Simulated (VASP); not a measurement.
Data:

```
CELL_PARAMETERS angstrom
      0.00000     2.04000     2.04000
      2.04000     0.00000     2.04000
      2.04000     2.04000     0.00000
ATOMIC_POSITIONS crystal
  Au 0.00000 0.00000 0.00000
```

The numbers are results of PBE GGA with D3 dispersion (zero damping), VASP's PBE PAW potentials (set 64) (plane waves; VASP), not measurements. Numerical set-up: 520 eV cut-off, 14×14×14 Γ-centred mesh, first-order Methfessel-Paxton smearing of 0.10 eV, potentials Au.

Question: The ions, cell shape and volume are relaxed. Which structure does the run end with?

Answer: 
```
CELL_PARAMETERS angstrom
      0.00000     2.04865     2.04865
      2.04865     0.00000     2.04865
      2.04865     2.04865     0.00000
ATOMIC_POSITIONS crystal
  Au 0.00000 0.00000 0.00000
```
Space group Fm-3m (225), at a tolerance of 0.03 Å.

Question: How do energy and volume change from the first to the last step?

Answer: The energy (σ→0) changes by -1.4 meV/atom and the volume by +1.3 %, in 3 ionic steps.

The compound is Au in the fcc structure. This run relaxes it. Symmetry was kept, so distortions that lower it aren't found.
